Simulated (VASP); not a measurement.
A run of VASP 6.6.1:

INCAR

```
SYSTEM = MgO
PREC = Accurate
ENCUT = 600
EDIFF = 1E-8
ISMEAR = 0
SIGMA = 0.02
LREAL = .FALSE.
LASPH = .TRUE.
NELM = 60
ALGO = Normal
ISIF = 2
LWAVE = .FALSE.
LCHARG = .FALSE.
GGA = CA
LEPSILON = .TRUE.
IBRION = 8
NSW = 1
```

KPOINTS

```
regular mesh
0
G
  10 10 10
  0 0 0
```

POSCAR

```
MgO
1.0
    0.0000000000      2.0715800000      2.0715800000
    2.0715800000      0.0000000000      2.0715800000
    2.0715800000      2.0715800000      0.0000000000
Mg O
1 1
Direct
    0.0000000000      0.0000000000      0.0000000000
    0.5000000000      0.5000000000      0.5000000000
```

Potentials or basis: VASP PAW LDA potentials, release 64 (Mg, O).

Command:

```bash
$ cat potpaw_LDA.64/Mg/POTCAR potpaw_LDA.64/O/POTCAR > POTCAR
$ mpirun -np 1 vasp_std > vasp.out
```

Hardware: 1 thread of Intel(R) Xeon(R) Platinum 8488C (Sapphire Rapids), on a shared host.

Task: How long does it take, and how much memory?

Result: It took 58 s on 1 thread of Intel(R) Xeon(R) Platinum 8488C (Sapphire Rapids), with other jobs on the host, peak memory 0.18 GiB. Counts: scf iterations 101, k points 47.
